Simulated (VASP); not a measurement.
# Ti2Tl (Fm-3m) in VASP: equation of state

Aim: energy against volume of Ti2Tl in PBE, for its equilibrium volume and stiffness.

All numbers are computed with VASP 6.6.1; they aren't measurements. Logs are shortened: lines on timing, memory, paths and dates and some standing lists are left out, and cuts for length are marked.

## Step 1: The crystal as given

It takes space group Fm-3m (No. 225, cubic). The conventional cell has a = 6.518 Å, b = 6.518 Å, c = 6.518 Å, α = 90.00°, β = 90.00°, γ = 90.00°. Tl (site symmetry m-3m) is surrounded by 8 Ti at 2.82 Å. Ti (site symmetry -43m) has 4 Tl at 2.82 Å as nearest neighbours.

The cell was built by a generator and needn't be a form met in nature.

## Step 2: Equation of state, PBE, 21.69 Å³/atom (volume scaled by 0.94)

Input file INCAR:

```
PREC = Accurate ; ENCUT = 520
EDIFF = 1E-7 ; ISMEAR = -1
SIGMA = 0.05 ; LREAL = F
LASPH = T ; NELM = 80
ALGO = Normal ; ISIF = 2
LWAVE = F ; LCHARG = F
GGA = PE ; NBANDS = 26
```

Input file KPOINTS:

```
Automatic mesh
0
Gamma
  7 7 7
```

Input file POSCAR:

```
Ti2Tl
1.0
    0.0000000000      3.1922752111      3.1922752111
    3.1922752111      0.0000000000      3.1922752111
    3.1922752111      3.1922752111      0.0000000000
Tl Ti
1 2
Direct
    0.0000000000      0.0000000000      0.0000000000
    0.2500000000      0.2500000000      0.2500000000
    0.7500000000      0.7500000000      0.7500000000
```

Potentials or basis: VASP PAW PBE potentials, release 64 (Tl_d, Ti_sv).

Run with:

```bash
$ cat potpaw_PBE.64/Tl_d/POTCAR potpaw_PBE.64/Ti_sv/POTCAR > POTCAR
$ mpirun -np 1 vasp_std > vasp.out
```

OUTCAR:

```text
PREC = Accurate
   ENCUT = 520
   EDIFF = 1E-7
   ISMEAR = -1
   LREAL = F
   LASPH = T
   NELM = 80
   ISIF = 2
   GGA = PE

 Found     20 irreducible k-points:

 Following reciprocal coordinates:
            Coordinates               Weight
  0.000000  0.000000  0.000000      1.000000
  0.142857  0.000000  0.000000      8.000000
  0.285714  0.000000  0.000000      8.000000
  0.428571  0.000000  0.000000      8.000000
  0.142857  0.142857  0.000000      6.000000
  0.285714  0.142857  0.000000     24.000000
   k-points           NKPTS =     20   k-points in BZ     NKDIM =     20   number of bands    NBANDS=     26
   number of dos      NEDOS =    301   number of ions     NIONS =      3
   total plane-waves  NPLWV =  46656
   dimension x,y,z NGX =    36 NGY =   36 NGZ =   36
   dimension x,y,z NGXF=    72 NGYF=   72 NGZF=   72
   ions per type =               1   2
   NGX,Y,Z   is equivalent  to a cutoff of  13.26, 13.26, 13.26 a.u.
   NGXF,Y,Z  is equivalent  to a cutoff of  26.51, 26.51, 26.51 a.u.
 SYSTEM =  unknown system
   PREC   = accura    normal or accurate (medium, high low for compatibility)
   ISTART =      0    job   : 0-new  1-cont  2-samecut
   ICHARG =      2    charge: 1-file 2-atom 10-const
   ISPIN  =      1    spin polarized calculation?
   LNONCOLLINEAR =      F non collinear calculations
   LSORBIT =      F    spin-orbit coupling
   LASPH  =      T    aspherical Exc in radial PAW
   ENCUT  =  520.0 eV  38.22 Ry    6.18 a.u.   8.39  8.39  8.39*2*pi/ulx,y,z
   NELM   =     80;   NELMIN=  2; NELMDL= -5     # of ELM steps
   EDIFF  = 0.1E-06   stopping-criterion for ELM
   LREAL  =      F    real-space projection
   EDIFFG = 0.1E-05   stopping-criterion for IOM
   NSW    =      0    number of steps for IOM
   IBRION =     -1    ionic relax: 0-MD 1-quasi-New 2-CG
   NFREE  =      0    steps in history (QN), initial steepest desc. (CG)
   ISIF   =      2    stress and relaxation
   ISYM   =      2    0-nonsym 1-usesym 2-fastsym
   POTIM  = 0.5000    time-step for ionic-motion
   TEBEG  =    0.0;   TEEND  =   0.0 temperature during run
   PSTRESS=    0.0 pullay stress
   NELECT =      37.0000    total number of electrons
   NUPDOWN=      -1.0000    fix difference up-down
   EMIN   =  10.00;   EMAX   =-10.00  energy-range for DOS
   EFERMI =   0.00;   METHOD = LEGACY
   ISMEAR =    -1;   SIGMA  =   0.05  broadening in eV -4-tet -1-fermi 0-gaus
   EFERMI_NEDOS =   21; number of points for ismear=-14 and -15
   IALGO  =     38    algorithm
   IMIX   =      4    mixing-type and parameters
     AMIX     =   0.40;   BMIX     =  1.00
     AMIX_MAG =   1.60;   BMIX_MAG =  1.00
  volume/ion in A,a.u.               =      21.69       146.35
  Fermi-wavevector in a.u.,A,eV,Ry     =   1.356329  2.563090 25.029667  1.839629
  Thomas-Fermi vector in A             =   2.483341
   LORBIT       =      0    0 simple, 1 ext, 2 COOP (PROOUT), +10 PAW based schemes
   GGA     = PE    functional components
   LHFCALC =     F    Hartree Fock is set to
   AEXX    =    0.0000 exact exchange contribution
   IVDW    =     0    specifies the selected vdW correction
   LEPSILON=     F    determine dielectric tensor
   LRPA    =     F    only Hartree local field effects (RPA)
 non-spin polarized calculation
  energy-cutoff  :      520.00
  volume of cell :       65.06
 maximum number of plane-waves:      1807
 NGX is ok and might be reduce to    36
   NGX = 17   NGY = 17   NGZ = 17

 number of electron      37.0000008 magnetization

 Free energy of the ion-electron system (eV)
  ---------------------------------------------------
  ext. energy  EPLUGINS =         0.00000000
  ---------------------------------------------------
  free energy    TOTEN  =       -16.18767060 eV

  energy without entropy =      -16.14908645  energy(sigma->0) =      -16.16837853

 E-fermi :   7.0945     XC(G=0): -10.7196

 val. band max:        7.0829250227   @ k =  -0.4286   0.1429   0.0000
 cond. band min:       7.1189679461   @ k =   0.4286   0.1429   0.0000
 fundamental gap:      0.0360429234
 Fermi energy:         7.0945407056

 k-point     1 :       0.0000    0.0000    0.0000
  band No.  band energies     occupation
      1     -50.0136      2.00000
      2     -49.9746      2.00000
      3     -26.3157      2.00000
      4     -26.3157      2.00000
      5     -26.3157      2.00000
      6     -26.1968      2.00000
[... 18 lines left out ...]
     25      10.8788      0.00000
     26      13.2287      0.00000

 k-point     2 :       0.1429    0.0000    0.0000
  band No.  band energies     occupation
      1     -50.0115      2.00000
      2     -49.9765      2.00000
      3     -26.3099      2.00000
      4     -26.3099      2.00000
      5     -26.3098      2.00000
      6     -26.2046      2.00000
[... 18 lines left out ...]
     25      11.0064      0.00000
     26      11.8031      0.00000

 k-point     3 :       0.2857    0.0000    0.0000
  band No.  band energies     occupation
      1     -50.0060      2.00000
      2     -49.9818      2.00000
      3     -26.2942      2.00000
      4     -26.2937      2.00000
      5     -26.2937      2.00000
      6     -26.2244      2.00000
[... 18 lines left out ...]
     25       9.6020      0.00000
     26      12.3115      0.00000

 k-point     4 :       0.4286    0.0000    0.0000
  band No.  band energies     occupation
      1     -49.9981      2.00000
      2     -49.9895      2.00000
      3     -26.2734      2.00000
      4     -26.2701      2.00000
      5     -26.2701      2.00000
      6     -26.2486      2.00000
[... 18 lines left out ...]
     25       8.7173      0.00000
     26      12.5223      0.00000

 k-point     5 :       0.1429    0.1429    0.0000
  band No.  band energies     occupation
      1     -50.0110      2.00000
      2     -49.9770      2.00000
      3     -26.3180      2.00000
      4     -26.3180      2.00000
      5     -26.2888      2.00000
      6     -26.2261      2.00000
[... 18 lines left out ...]
     25      11.2390      0.00000
     26      11.8020      0.00000

 k-point     6 :       0.2857    0.1429    0.0000
  band No.  band energies     occupation
      1     -50.0070      2.00000
      2     -49.9808      2.00000
      3     -26.3144      2.00000
      4     -26.3140      2.00000
      5     -26.2614      2.00000
      6     -26.2557      2.00000
[... 18 lines left out ...]
     25      10.1692      0.00000
     26      11.4079      0.00000

 [... further k-points ...]

------------------------ aborting loop because EDIFF is reached ----------------------------------------

  FORCE on cell =-STRESS in cart. coord.  units (eV):
  Direction    XX          YY          ZZ          XY          YZ          ZX
  --------------------------------------------------------------------------------------
  -------------------------------------------------------------------------------------
  Total        1.5671278      1.5671278      1.5671278     -0.0000000     -0.0000000      0.0000000
  in kB       38.5908209     38.5908209     38.5908209     -0.0000000     -0.0000000      0.0000000
  external PRESSURE =      38.5908209 kB  Pullay stress =       0.0000000 kB

 VOLUME and BASIS-vectors are now :
 -----------------------------------------------------------------------------
  energy-cutoff  :      520.00
  volume of cell :       65.06
      direct lattice vectors                 reciprocal lattice vectors
     0.000000000  3.192275211  3.192275211    -0.156628100  0.156628100  0.156628100
     3.192275211  0.000000000  3.192275211     0.156628100 -0.156628100  0.156628100
     3.192275211  3.192275211  0.000000000     0.156628100  0.156628100 -0.156628100

 POSITION                                       TOTAL-FORCE (eV/Angst)
 -----------------------------------------------------------------------------------
      0.00000      0.00000      0.00000         0.000000      0.000000     -0.000000
      1.59614      1.59614      1.59614        -0.000000     -0.000000     -0.000000
      4.78841      4.78841      4.78841         0.000000      0.000000      0.000000
 -----------------------------------------------------------------------------------
    total drift:                                0.000000      0.000000      0.000000

  FREE ENERGIE OF THE ION-ELECTRON SYSTEM (eV)
  ---------------------------------------------------
  free  energy   TOTEN  =       -16.1876706009 eV

  energy  without entropy=      -16.1490864542  energy(sigma->0) =      -16.16837853
```

Wall time 28 s (1 thread of AMD EPYC 9R45 (Zen 5), shared host); peak memory 0.18 GiB.

What came out:

```
Free energy            : -16.1877 eV
Pressure               : 3.9 GPa
Band gap on the k mesh : none (metal or under the smearing width)
```

## Step 3: Equation of state, PBE, 22.15 Å³/atom (volume scaled by 0.96)

Input file INCAR:

```
SYSTEM = Ti2Tl
PREC = Accurate
ENCUT = 520
EDIFF = 1E-7
ISMEAR = -1
SIGMA = 0.05
LREAL = .False.
LASPH = .True.
NELM = 80
ALGO = Normal
ISIF = 2
LWAVE = .False.
LCHARG = .False.
GGA = PE
NBANDS = 26
```

Input file KPOINTS:

```
Automatic mesh
0
Gamma
  7 7 7
  0 0 0
```

Input file POSCAR:

```
Ti2Tl
1.0
    0.0000000000      3.2147567631      3.2147567631
    3.2147567631      0.0000000000      3.2147567631
    3.2147567631      3.2147567631      0.0000000000
Tl Ti
1 2
Direct
    0.0000000000      0.0000000000      0.0000000000
    0.2500000000      0.2500000000      0.2500000000
    0.7500000000      0.7500000000      0.7500000000
```

Potentials or basis: VASP PAW PBE potentials, release 64 (Tl_d, Ti_sv).

Run with:

```bash
$ cat potpaw_PBE.64/Tl_d/POTCAR potpaw_PBE.64/Ti_sv/POTCAR > POTCAR
$ mpirun -np 1 vasp_std > vasp.out
```

Run time: 27 s. Hardware: 1 thread of AMD EPYC 9R45 (Zen 5), shared host; peak memory 0.18 GiB.

The run converged. Its results:

- Free energy: -16.2126 eV
- Pressure: 1.8 GPa
- Band gap on the k mesh: none (metal or under the smearing width)

## Step 4: Equation of state, PBE, 22.61 Å³/atom (volume scaled by 0.98)

Input file INCAR:

```
PREC = Accurate ; ENCUT = 520
EDIFF = 1E-7 ; ISMEAR = -1
SIGMA = 0.05 ; LREAL = F
LASPH = T ; NELM = 100
ALGO = Normal ; ISIF = 2
LWAVE = F ; LCHARG = F
GGA = PE ; NBANDS = 26
```

Input file KPOINTS:

```
Automatic mesh
0
Gamma
  7 7 7
```

Input file POSCAR:

```
Ti2Tl
1.0
    0.0000000000      3.2369282001      3.2369282001
    3.2369282001      0.0000000000      3.2369282001
    3.2369282001      3.2369282001      0.0000000000
Tl Ti
1 2
Direct
    0.0000000000      0.0000000000      0.0000000000
    0.2500000000      0.2500000000      0.2500000000
    0.7500000000      0.7500000000      0.7500000000
```

Run with:

```bash
$ cat potpaw_PBE.64/Tl_d/POTCAR potpaw_PBE.64/Ti_sv/POTCAR > POTCAR
$ mpirun -np 1 vasp_std > vasp.out
```

Wall time 27 s (1 thread of AMD EPYC 9R45 (Zen 5), shared host); peak memory 0.18 GiB.

Results (log left out):

```
Free energy            : -16.2208 eV
Pressure               : 0.0 GPa
Band gap on the k mesh : none (metal or under the smearing width)
```

## Step 5: Equation of state, PBE, 23.53 Å³/atom (volume scaled by 1.02)

Input file INCAR:

```
SYSTEM = Ti2Tl
PREC = Accurate
ENCUT = 520
EDIFF = 1E-7
ISMEAR = -1
SIGMA = 0.05
LREAL = .FALSE.
LASPH = .TRUE.
NELM = 100
ALGO = Normal
ISIF = 2
LWAVE = .FALSE.
LCHARG = .FALSE.
GGA = PE
NBANDS = 26
```

Input file KPOINTS:

```
regular mesh
0
G
  7 7 7
  0 0 0
```

Input file POSCAR:

```
Ti2Tl
1.0
    0.0000000000      3.2803820859      3.2803820859
    3.2803820859      0.0000000000      3.2803820859
    3.2803820859      3.2803820859      0.0000000000
Tl Ti
1 2
Direct
    0.0000000000      0.0000000000      0.0000000000
    0.2500000000      0.2500000000      0.2500000000
    0.7500000000      0.7500000000      0.7500000000
```

Run with:

```bash
$ cat potpaw_PBE.64/Tl_d/POTCAR potpaw_PBE.64/Ti_sv/POTCAR > POTCAR
$ mpirun -np 1 vasp_std > vasp.out
```

Run time: 28 s. Hardware: 1 thread of AMD EPYC 9R45 (Zen 5), shared host; peak memory 0.18 GiB.

Results (log left out):

```yaml
Free_energy: -16.1939 eV
Pressure: -3.1 GPa
Band_gap_on_the_k_mesh: none (metal or under the smearing width)
```

## Step 6: Equation of state, PBE, 23.99 Å³/atom (volume scaled by 1.04)

Input file INCAR:

```
  ALGO = Normal
  EDIFF = 1E-7
  ENCUT = 520
  GGA = PE
  ISIF = 2
  ISMEAR = -1
  LASPH = True
  LCHARG = False
  LREAL = False
  LWAVE = False
  NBANDS = 26
  NELM = 80
  PREC = Accurate
  SIGMA = 0.05
```

Input file KPOINTS:

```
k-points
0
Gamma
  7 7 7
```

Input file POSCAR:

```
Ti2Tl
1.0
    0.0000000000      3.3016838652      3.3016838652
    3.3016838652      0.0000000000      3.3016838652
    3.3016838652      3.3016838652      0.0000000000
Tl Ti
1 2
Direct
    0.0000000000      0.0000000000      0.0000000000
    0.2500000000      0.2500000000      0.2500000000
    0.7500000000      0.7500000000      0.7500000000
```

Potentials or basis: VASP PAW PBE potentials, release 64 (Tl_d, Ti_sv).

Run with:

```bash
$ cat potpaw_PBE.64/Tl_d/POTCAR potpaw_PBE.64/Ti_sv/POTCAR > POTCAR
$ mpirun -np 1 vasp_std > vasp.out
```

Run time: 29 s. Hardware: 1 thread of AMD EPYC 9R45 (Zen 5), shared host; peak memory 0.18 GiB.

The run converged. Its results:

```
Free energy            : -16.1618 eV
Pressure               : -4.4 GPa
Band gap on the k mesh : none (metal or under the smearing width)
```

## Step 7: Equation of state, PBE, 24.46 Å³/atom (volume scaled by 1.06)

Input file INCAR:

```
SYSTEM = Ti2Tl
PREC = Accurate
ENCUT = 520
EDIFF = 1E-7
ISMEAR = -1
SIGMA = 0.05
LREAL = .False.
LASPH = .True.
NELM = 60
ALGO = Normal
ISIF = 2
LWAVE = .False.
LCHARG = .False.
GGA = PE
NBANDS = 26
```

Input file KPOINTS:

```
regular mesh
0
Gamma
  7 7 7
  0 0 0
```

Input file POSCAR:

```
Ti2Tl
1.0
    0.0000000000      3.3227142657      3.3227142657
    3.3227142657      0.0000000000      3.3227142657
    3.3227142657      3.3227142657      0.0000000000
Tl Ti
1 2
Direct
    0.0000000000      0.0000000000      0.0000000000
    0.2500000000      0.2500000000      0.2500000000
    0.7500000000      0.7500000000      0.7500000000
```

Run with:

```bash
$ cat potpaw_PBE.64/Tl_d/POTCAR potpaw_PBE.64/Ti_sv/POTCAR > POTCAR
$ mpirun -np 1 vasp_std > vasp.out
```

Run time: 29 s. Hardware: 1 thread of AMD EPYC 9R45 (Zen 5), shared host; peak memory 0.18 GiB.

The run converged. Its results:

```
Free energy            : -16.1192 eV
Pressure               : -5.6 GPa
Band gap on the k mesh : none (metal or under the smearing width)
```

## Step 8: Equation of state, PBE

Potentials or basis: VASP PAW PBE potentials, release 64 (Tl_d, Ti_sv).

This step only gathers the single runs of the series.

Results:

| Quantity | Value |
| --- | --- |
| Equilibrium volume | 22.62 Å³/atom |
| Bulk modulus | 85 GPa |
| Pressure derivative of the bulk modulus | 4.6 |

Energy against volume, from the lowest point:
```
volume (Å³/atom)  energy (meV/atom)
          21.688              11.05
          22.149               2.74
          22.610               0.00
          23.072               2.27
          23.533               8.98
          23.995              19.66
          24.456              33.89
```

The run has no spin-orbit coupling, so splittings on Tl are missing.
